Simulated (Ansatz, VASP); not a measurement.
# PN: VASP beside Ansatz, part 2 of 3

Wanted: the spread between two codes on one cell, functional and k mesh. The cell is generated by rule, not measured, and may not be a known phase. The cell is taken from a series of runs on this material, whose earlier steps may have relaxed, scaled, displaced or heated it; both programs get it as it stands.

VASP 6.6.1 and Ansatz 0.2.0.

So far: The structure; VASP: zone-centre phonons, LDA.

## 3. Ansatz: zone-centre phonons, LDA

Level of this step: Ansatz beside VASP: Kohn-Sham DFT, plane waves, LDA (Ansatz).

Ansatz runs on its default PAW (the set named soft_2) files.

The same cell, functional (in two slightly different forms), mesh and smearing now go to Ansatz, which takes its cutoff from its data sets.

input.yaml

```yaml
crystal:
  lattice:
    - [1.5149456093, 0.8746542553, 2.4738998711]
    - [-1.5149456093, 0.8746542553, 2.4738998711]
    - [0.0, -1.7493085107, 2.4738998711]
  atoms:
    - { symbol: P, position: [0.5, 0.5, 0.5] }
    - { symbol: "N", position: [0.0, 0.0, 0.0] }
kpoints:
  mp_grid: { grid: [12, 12, 12] }
hamiltonian:
  xc: lda
scf:
  occupations: { method: gaussian, width: 0.02 }
output:
  eigenvalues: true
phonons:
  method: dfpt
  qmesh: [2, 2, 2]
  temperatures: { t_max: 1000, t_step: 50 }
  qpath:
    path:
      - [[0.0, 0.0, 0.0], [0.5, 0.50000055, 5.5e-07], [0.62500014, 0.62500082, 0.25000068]]
      - [[0.75000041, 0.37500123, 0.37500082], [0.0, 0.0, 0.0], [0.50000027, 0.50000082, 0.50000055], [0.75000027, 0.50000109, 0.25000082], [0.5, 0.50000055, 5.5e-07]]
    npoints: 10
```

Command:

```
$ ansatz run input.yaml --threads 4 --pin off --max-ram 14336MiB --backend cpu --events-out ev --progress --plain --runs-dir out
```

Numbers of over 12 decimals in the logs are rounded to 6 here.

The log of the run:

```text
Warning: crystal.lattice, of which some number shows no typed digit to judge by, misses the space group found at crystal.symmetry.tolerance 1.0e-5 by more than rounding, which is why this is a warning: the operation that it misses by the most changes a squared length by the fraction 3.09e-6, and from 1e-6 on that is taken for a strain and not for rounding. The run uses the lattice that is a stretch of the typed one, with no rotation, onto the one that keeps every operation to a double's rounding (on a very oblique basis the stretch itself rounds by more); the deck's lattice vector that moved farthest moved by 2.86e-6 Å. [rest of the remark cut]
Engine: ansatz 0.2.0, aarch64-unknown-linux-gnu
Pseudopotentials: kind: paw
Pseudopotential: P, paw, valence charge 5, recommended cutoff 420 eV (normal), P.paw.azcp
Pseudopotential: N, paw, valence charge 5, recommended cutoff 420 eV (normal), N.paw.azcp
Functional definition: SPW92
  exchange = slater_x
  correlation = pw_c
Crystal: 2 atoms, lattice volume = 19.668 Å³
Basis set: ecut = 420 eV, 387 PW (Γ), exchange–correlation on 48×48×48 points (8 copies of the dense FFT grid, shifted against one another)
Bands: 9, of which v1, the nominal top of the filled ones, is band 5 counted from 1 (4 counted from 0)
Symmetry: 48 space group operations
k-points: 72 of 1728
Non-local potential: P, projectors of the file, l = 0: 2, l = 1: 2, l = 2: 2
Non-local potential: N, projectors of the file, l = 0: 2, l = 1: 2, l = 2: 1
PAW form: soft (Blöchl's): semilocal exchange-correlation on the pseudo side does not see the compensation charge
PAW frozen core: P, regenerated for the run's functional, and the local potential with it (the file was generated under x = pbe(κ = 0.804, μ = 0.219515), c = pbe(β = 0.066725))
PAW frozen core: N, regenerated for the run's functional, and the local potential with it (the file was generated under x = pbe(κ = 0.804, μ = 0.219515), c = pbe(β = 0.066725))
PAW one-centre angular grid: P, 110 points (default); XC on 64 Gauss nodes
PAW one-centre angular grid: N, 110 points (default); XC on 64 Gauss nodes
Initial density: superposition of atomic densities (neutral atoms: chi_scale 0, normalization atom), corrected by the library's trained network
Initial wavefunctions: pseudopotential atomic-orbital guess
Functional: x = slater, c = lda
SCF iter   1: F=—  HF=-1097.986590 eV  |F-HF|=—  |Δ(HF+E_count)|=         —  Δρ=8.29e-3  dr2=1.53e-2  ethr=1.77e-3  ⟨swp⟩=6.2  Hψ=5083  notcnv=0
preconditioner: auto → none  [insulator: Δε(μ)=0.234 eV  Ē_g=13.133 eV  σ=0.020 eV  W_gap=1.00  n_scr=0 (ndim 8)  ℏωp=26.5 eV  f_vac=0.000  D(μ)=0.00/eV (n_scr^D=0)  ε∞_Penn≈5.1]
SCF iter   2: F=—  HF=-1097.983248 eV  |F-HF|=—  |Δ(HF+E_count)|=   3.34e-3  Δρ=3.85e-3  dr2=3.29e-3  ethr=1.53e-4  ⟨swp⟩=1.5  Hψ=1266  notcnv=0
SCF iter   3: F=—  HF=-1097.982375 eV  |F-HF|=—  |Δ(HF+E_count)|=   8.73e-4  Δρ=2.80e-4  dr2=1.35e-5  ethr=3.29e-5  ⟨swp⟩=2.8  Hψ=1122  notcnv=0
SCF iter   4: F=—  HF=-1097.982372 eV  |F-HF|=—  |Δ(HF+E_count)|=   2.43e-6  Δρ=3.51e-5  dr2=1.37e-7  ethr=1.35e-7  ⟨swp⟩=2.3  Hψ=969  notcnv=0
SCF iter   5: F=—  HF=-1097.982372 eV  |F-HF|=—  |Δ(HF+E_count)|=   1.14e-7  Δρ=4.75e-6  dr2=2.13e-9  ethr=1.37e-9  ⟨swp⟩=2.2  Hψ=987  notcnv=0
SCF iter   6: F=—  HF=-1097.982372 eV  |F-HF|=—  |Δ(HF+E_count)|=  3.92e-10  Δρ=3.10e-7  dr2=1.08e-11  ethr=2.13e-11  ⟨swp⟩=1.8  Hψ=844  notcnv=0
SCF iter   7: F=-1097.982372 eV  HF=-1097.982372 eV  |F-HF|=0.00e0  |Δ(HF+E_count)|=  2.27e-12  Δρ=1.78e-8  dr2=3.30e-14  ethr=1.00e-12  ⟨swp⟩=5.0  Hψ=2256  notcnv=0
SCF 1 converged in 7 iterations: F = -1097.982372 eV  dr2 = 3.30e-14
  greatest PAW one-centre occupation: 0.872 electrons in one spin orbital (limit 2), on the P atom at site 0 (counted from 0), in its partial waves of l = 0
Initial density: read from a saved state, or passed on in memory by an earlier SCF of this step, an earlier step, the calling program or the single point that the run made first
iter 1 solved again at ethr=6.52e-9 eV; its pass at ethr=3.10e-3 eV (dr2=6.52e-7 eV) is discarded
SCF iter   1: F=—  HF=-1097.982372 eV  |F-HF|=—  |Δ(HF+E_count)|=         —  Δρ=1.64e-7  dr2=4.21e-12  ethr=6.52e-9  ⟨swp⟩=3.6  Hψ=7205  notcnv=0
eigensolver tolerance schedule: the retry pair's looser diagonalisation over-reported the residual by 155081.08 of it (diagonalisation noise at 0.48 of the residual, at the tolerance the schedule requests for it); recorded, not acted on — ethr = c·dr2/N_el stays at c = 1.0e-1
preconditioner: auto → none  [insulator: Δε(μ)=0.234 eV  Ē_g=13.159 eV  σ=0.020 eV  W_gap=1.00  n_scr=0 (ndim 8)  ℏωp=26.5 eV  f_vac=0.000  D(μ)=0.00/eV (n_scr^D=0)  ε∞_Penn≈5.0]
iter 2 did not close the SCF: its close was put off for the readings that it lacked (scf_convergence_deferred on its scf_iter line)
[...]
iter 3 did not close the SCF: its close was put off for the readings that it lacked (scf_convergence_deferred on its scf_iter line)
SCF iter   3: F=-1097.982372 eV  HF=-1097.982372 eV  |F-HF|=6.82e-13  |Δ(HF+E_count)|=  2.27e-13  Δρ=5.62e-8  dr2=4.76e-13  ethr=1.00e-12  ⟨swp⟩=1.0  Hψ=648  notcnv=0
iter 4 did not close the SCF: its close was put off for the readings that it lacked (scf_convergence_deferred on its scf_iter line)
SCF iter   4: F=-1097.982372 eV  HF=-1097.982372 eV  |F-HF|=4.55e-13  |Δ(HF+E_count)|=  2.27e-13  Δρ=7.62e-9  dr2=7.65e-15  ethr=1.00e-12  ⟨swp⟩=1.0  Hψ=648  notcnv=0
iter 5 did not close the SCF: its close was put off for the readings that it lacked (scf_convergence_deferred on its scf_iter line)
SCF iter   5: F=-1097.982372 eV  HF=-1097.982372 eV  |F-HF|=0.00e0  |Δ(HF+E_count)|=  6.82e-13  Δρ=1.55e-9  dr2=3.14e-16  ethr=1.00e-12  ⟨swp⟩=1.0  Hψ=648  notcnv=0
SCF iter   6: F=-1097.982372 eV  HF=-1097.982372 eV  |F-HF|=0.00e0  |Δ(HF+E_count)|=  4.55e-13  Δρ=2.96e-10  dr2=1.15e-17  ethr=1.00e-12  ⟨swp⟩=1.0  Hψ=1584  notcnv=0
SCF 2 converged in 6 iterations: F = -1097.982372 eV  dr2 = 1.15e-17
k-points: 189 of 1728 (irreducible under 6 space group operations, time reversal used)
iter 1 solved again at ethr=4.70e-9 eV; its pass at ethr=3.10e-3 eV (dr2=4.70e-7 eV) is discarded
SCF iter   1: F=—  HF=-1097.982372 eV  |F-HF|=—  |Δ(HF+E_count)|=         —  Δρ=1.83e-7  dr2=6.34e-12  ethr=4.70e-9  ⟨swp⟩=3.5  Hψ=16571  notcnv=0  defer=371
eigensolver tolerance schedule: the retry pair's looser diagonalisation over-reported the residual by 74086.79 of it (diagonalisation noise at 0.13 of the residual, at the tolerance the schedule requests for it); recorded, not acted on — ethr = c·dr2/N_el stays at c = 1.0e-1
preconditioner: auto → none  [insulator: Δε(μ)=0.234 eV  Ē_g=13.159 eV  n_scr=0 (ndim 8)  ℏωp=26.5 eV  f_vac=0.000  ε∞_Penn≈5.0]
SCF iter   2: F=-1097.982372 eV  HF=-1097.982372 eV  |F-HF|=1.61e-11  |Δ(HF+E_count)|=   2.27e-8  Δρ=3.02e-7  dr2=1.83e-11  ethr=1.00e-12  ⟨swp⟩=6.4  Hψ=8494  notcnv=0
SCF 3 converged in 2 iterations: F = -1097.982372 eV  dr2 = 1.83e-11
NSCF: frozen V_eff on 189 k-points
NSCF: frozen V_eff on 72 k-points
[...]
DFPT response loops at q = (0, 0, 0) (fractional): preconditioner auto → none (the input reference at scf.mixing.eps_inf says where Resta's filter doesn't serve); β = 0.50; Broyden in place of MSR1
NSCF: frozen V_eff on 952 k-points
DFPT response loops at q = (0, 0, -0.5) (fractional): preconditioner auto → Resta (q_TF=auto, 2.437 Å⁻¹)  ε∞=16.0 (no band partly filled); β = 1.00, the filter's whole step (`scf.mixing.beta` (0.50) is not read by the response loops at its default; to damp them type it under 1.00, their step now; it binds the ground state too); Broyden in place of MSR1
NSCF: frozen V_eff on 952 k-points
DFPT response loops at q = (0, -0.5, -0.5) (fractional): mixed as the last ones told, above
SCF converged after 7 iterations
Free energy (F): -1097.982372 eV
Harris-Foulkes:  -1097.982372 eV  (|F-HF|=0.00e0)
Internal energy: -1097.982372 eV  (E = F + TS)
E sigma→0 (E₀):  -1097.982372 eV
Fermi energy:    12.895874 eV
--- Per-component energies (eV) ---
  E_band       = 41.767532
  E_kinetic    = 198.094606
  E_local      = -174.551967  (includes V_loc(G=0)·N_el)
  E_nonlocal   = 82.752595
  E_hartree    = 49.641355
  E_xc         = -120.499850
  E_vxc        = -136.735632  (∫ρ·V_xc dr)
  E_paw        = -656.873504  (= ΣΔE_a)
  E_vpaw       = -27.074867  (= ΣTr[D̂ρ^β])
  E_aug_tail   = 0.000084  (compensation charges beyond the density's cutoff)
  E_ewald      = -476.743088
  E_core_change = 0.197396  (= ΣΔE_core)
  E_smearing   = -0.000000  (= −TS)
  E_closure    = 0.000000  (closes the sum)
  Σ components = -1097.982372   (vs F -1097.982372, Δ=0.00e0)
--- Band table (eV; the first three rows and the last of 72) ---
  k-point 0: bands = ["-7.6597", "8.4998", "8.9404", "8.9404", "8.9404", "18.0632", "18.0632", "18.0632", "20.3048"]
  k-point 1: bands = ["-7.5217", "7.0542", "8.9186", "8.9186", "10.1080", "17.5050", "17.5050", "17.5701", "20.3541"]
  k-point 2: bands = ["-7.1112", "5.2229", "8.8698", "8.8698", "11.1221", "16.3652", "16.3652", "16.6239", "20.4824"]
  k-point 71: bands = ["-2.7702", "1.8011", "3.5433", "3.5433", "11.5361", "14.1732", "18.3965", "18.3965", "22.3566"]
--- Phonons (Γ-DFPT): 2 representative perturbations + reference (Σ response iterations 6) ---
  ASR residual: 8.696e-6 → 0.000e0 eV/Å²; symmetrization residual: 2.348e-7 eV/Å²
  ASR residual per site (eV/Å²): 1.37e-6 8.70e-6
  Γ frequencies (cm⁻¹): -550.59 -550.59 -550.59 0.00 0.00 0.00
--- Phonons (arbitrary-q DFPT): 3 irreducible q on the 2×2×2 mesh ---
  q = [0.0000, 0.0000, 0.0000] (star 1, of the zone-centre solve; hermiticity 4.37e-8, symmetrization 1.09e-14): -550.59 -550.59 -550.59 -0.00 0.00 0.00
  q = [0.0000, 0.0000, -0.5000] (star 4, 4 solved perturbations on 476 of 1728 k-point pairs; hermiticity 5.17e-9, symmetrization 2.59e-9): 113.89 113.89 304.29 304.29 317.14 499.97
  q = [0.0000, -0.5000, -0.5000] (star 3, 2 solved perturbations on 476 of 1728 k-point pairs; hermiticity 1.04e-7, symmetrization 3.42e-12): -475.39 -475.39 -457.49 275.12 275.12 400.01
  sum rule: each row above includes the acoustic sum rule's correction from the zone centre's row sums; it moved no ω² by more than (0.41 cm⁻¹)²
  mesh force constants: q→R imaginary residual 7.55e-17; ASR residual 8.696e-6 → 0.000e0 eV/Å²; symmetrization residual 1.066e-14 eV/Å²
  interpolated dispersion: 62 rows × 6 modes
  density of states and harmonic sums: on the 26×26×26 q-mesh, interpolated from the force constants of a 2×2×2 supercell (no non-analytic term)
  largest difference from the sums on the solved wave vectors: F 9.82e-2 eV, S 1.73e-4 and C_V 7.33e-5 eV/K
  zero-point energy: 0.062063 eV/cell   skipped modes (ω ≤ 0): 1400, of them read as no rigid motion or as one in doubt: 1397 (2.735e0 modes/cell left out, lowest -550.59 cm⁻¹)   left out of the sums: 4.56e-1 of the cell's modes: C_V's classical limit lies that fraction below 3 k_B per atom; for a crystal, a wire or a layer, F and S can be off by more, and a phonons.interpolated_qmesh denser along its periods is the remedy for the sampling
```

## 4. Differences

Known differences besides the potentials themselves: the two LDA forms differ slightly; VASP's run holds the zone centre alone; the cutoff is 420 eV in Ansatz and 600 eV in VASP; VASP's log shows a relativistic correction to its local exchange, Ansatz's none. Total energies have different zeros and are not compared.

Both answers:

| quantity | Ansatz | VASP | difference |
| --- | --- | --- | --- |
| optical mode 1 to 3 (imaginary, printed as negative) (cm⁻¹) | -550.6 | -555.1 | +4.5 |

Modes are paired by rising frequency, not by their patterns, so a pair may set unlike modes beside each other; they are those without the splitting of longitudinal modes.

## 5. Ansatz: zone-centre phonons, PBE with D4

Second derivatives magnify differences that forces hide, and they need a tight electronic threshold. The cell compared in this pair holds 20.03 Å³, against 19.67 Å³ for the pair before.

The cell is taken from a series of runs on this material, whose earlier steps may have relaxed, scaled, displaced or heated it; both programs get it as it stands.

input.yaml

```yaml
crystal:
  lattice:
    - [1.5243013395, 0.8800557887, 2.4891756323]
    - [-1.5243013395, 0.8800557887, 2.4891756323]
    - [0.0, -1.7601115773, 2.4891756323]
  atoms:
    - { symbol: P, position: [0.5, 0.5, 0.5] }
    - { symbol: "N", position: [0.0, 0.0, 0.0] }
kpoints:
  mp_grid: { grid: [12, 12, 12] }
hamiltonian:
  xc: pbe
  dispersion: d4
scf:
  occupations: { method: gaussian, width: 0.02 }
output:
  eigenvalues: true
phonons:
  method: dfpt
  qmesh: [2, 2, 2]
  temperatures: { t_max: 1000, t_step: 50 }
  qpath:
    path:
      - [[0.0, 0.0, 0.0], [0.5, 0.50000026, 2.6e-07], [0.62500007, 0.6250004, 0.25000033]]
      - [[0.7500002, 0.37500059, 0.3750004], [0.0, 0.0, 0.0], [0.50000013, 0.5000004, 0.50000026], [0.75000013, 0.50000053, 0.2500004], [0.5, 0.50000026, 2.6e-07]]
    npoints: 10
```

The log of the run:

```text
[...]
Crystal: 2 atoms, lattice volume = 20.035 Å³
Basis set: ecut = 420 eV, 387 PW (Γ), exchange–correlation on 48×48×48 points (8 copies of the dense FFT grid, shifted against one another)
Bands: 9, of which v1, the nominal top of the filled ones, is band 5 counted from 1 (4 counted from 0)
Symmetry: 48 space group operations
k-points: 72 of 1728
[...]
ASR residual per site (eV/Å²): 7.84e-6 1.73e-5
  Γ frequencies (cm⁻¹): -557.92 -557.92 -557.92 0.00 0.00 0.00
--- Phonons (arbitrary-q DFPT): 3 irreducible q on the 2×2×2 mesh ---
[...]
interpolated dispersion: 62 rows × 6 modes
[...]
[key lines of the parts left out:]
SCF converged after 7 iterations
Free energy (F): -1138.106672 eV
Fermi energy:    12.750481 eV
```

## 6. VASP: zone-centre phonons, PBE with D4

The same cell, functional, mesh and smearing now go to VASP, with its own data sets.

INCAR

```
SYSTEM = PN
PREC = Accurate
ENCUT = 600
EDIFF = 1E-08
NELM = 120
ISMEAR = 0
SIGMA = 0.02
LREAL = .FALSE.
ALGO = Normal
GGA = PE
IVDW = 13
NBANDS = 11
LORBIT = 11
LWAVE = .FALSE.
LCHARG = .FALSE.
ISIF = 2
IBRION = 6
NFREE = 2
POTIM = 0.015
NSW = 1
LASPH = .TRUE.
GGA_COMPAT = .FALSE.
EFERMI = MIDGAP
KPAR = 2
```

POSCAR

```
PN
1.0
    1.5243013395      0.8800557887      2.4891756323
   -1.5243013395      0.8800557887      2.4891756323
    0.0000000000     -1.7601115773      2.4891756323
P N
1 1
Direct
    0.5000000000      0.5000000000      0.5000000000
    0.0000000000      0.0000000000      0.0000000000
```

KPOINTS

```
Automatic mesh
0
Gamma
12 12 12
0 0 0
```

The projector-augmented-wave data sets are P and N (PBE family, release 64).

Command:

```
$ mpirun -np 2 vasp_std
```

The log of the run:

```text
[banner, memory and clock lines left out]
running    2 mpi-ranks, on    1 nodes
[...]
LDA part: xc-table for (Slater+PW92), standard interpolation
 POSCAR, INCAR and KPOINTS ok, starting setup
[...]
entering main loop
       N       E                     dE             d eps       ncg     rms          rms(c)
DAV:   1     0.209199211543E+02    0.20920E+02   -0.55610E+03  1584   0.949E+02
DAV:   2    -0.111568093548E+02   -0.32077E+02   -0.30493E+02  2080   0.163E+02
DAV:   3    -0.123256819343E+02   -0.11689E+01   -0.11635E+01  1988   0.273E+01
DAV:   4    -0.123301010380E+02   -0.44191E-02   -0.44180E-02  1841   0.178E+00
[...]
DAV:  14    -0.114650521195E+02   -0.22358E-07   -0.46821E-09   975   0.452E-04    0.441E-04
DAV:  15    -0.114650521344E+02   -0.14818E-07   -0.99674E-10   903   0.263E-04    0.422E-05
DAV:  16    -0.114650521349E+02   -0.53018E-09   -0.87672E-11   894   0.962E-05
   1 F= -.12186927E+02 E0= -.12186927E+02  d E =-.771780E-13
[... from here on, the cycles between the ionic steps are left out ...]
   2 F= -.12188192E+02 E0= -.12188192E+02  d E =-.154875E-12
   3 F= -.12188192E+02 E0= -.12188192E+02  d E =-.154891E-12
   4 F= -.12188192E+02 E0= -.12188192E+02  d E =-.154897E-12
   5 F= -.12188192E+02 E0= -.12188192E+02  d E =-.154885E-12
 Finite differences progress:
  Degree of freedom:   2/  2
  Displacement:        2/  2
  Total:               4/  4
```

OUTCAR, selected parts (step 6):

```text
  Edisp (eV):   -0.72188

  Total      -0.05206    -0.05442    -0.05751     0.00000     0.00437     0.00000
  in kB      -4.16281    -4.35153    -4.59887     0.00000     0.34979     0.00000
  external pressure =       -4.37 kB  Pullay stress =        0.00 kB

 POSITION                                       TOTAL-FORCE (eV/Angst)
 -----------------------------------------------------------------------------------
      0.00000      0.00000      3.73376         0.168499     -0.000000      0.000000
     -0.01500      0.00000      0.00000        -0.168499      0.000000     -0.000000
 -----------------------------------------------------------------------------------
    total drift:                               -0.000077     -0.000000     -0.000000

  FREE ENERGIE OF THE ION-ELECTRON SYSTEM (eV)
  ---------------------------------------------------
  free  energy   TOTEN  =       -12.1881919677 eV

  energy  without entropy=      -12.1881919677  energy(sigma->0) =      -12.18819197

[... 1 part as in an earlier step ...]

[... 2 further parts left out ...]
[key lines of the parts left out:]
E-fermi :  10.6589
```

Levels, forces or a CONTCAR printed for this step are those of its last displaced cell, not of the structure at rest.

## 7. Differences

What differs besides the data sets and the points named for the pairs above, as far as they apply: Ansatz takes the dispersion share of the force constants at frozen C6 weights, VASP differentiates the full forces; VASP uses finite displacements, Ansatz perturbation theory. Total energies have different zeros and are not compared.

Both answers:

| quantity | Ansatz | VASP | difference |
| --- | --- | --- | --- |
| optical mode 1 to 3 (imaginary, printed as negative) (cm⁻¹) | -557.9 | -562.8 | +4.9 |

Modes are paired by rising frequency, not by their patterns, so a pair may set unlike modes beside each other; they are those without the splitting of longitudinal modes.

(Part 2 of 3 ends here.)

[Lines on the potential files, build, host, timing and source positions are cut from VASP's logs without a mark.]

[Logs are printed without paths, hosts, clocks, repeated set-up lines and the standing remarks that a program may print on its own settings, such as how far it seeks lower states.]

[Hosts, paths, dates, database ids (printed as entryN), source tags and the programs' standing remarks are cut or masked in the printed files.]
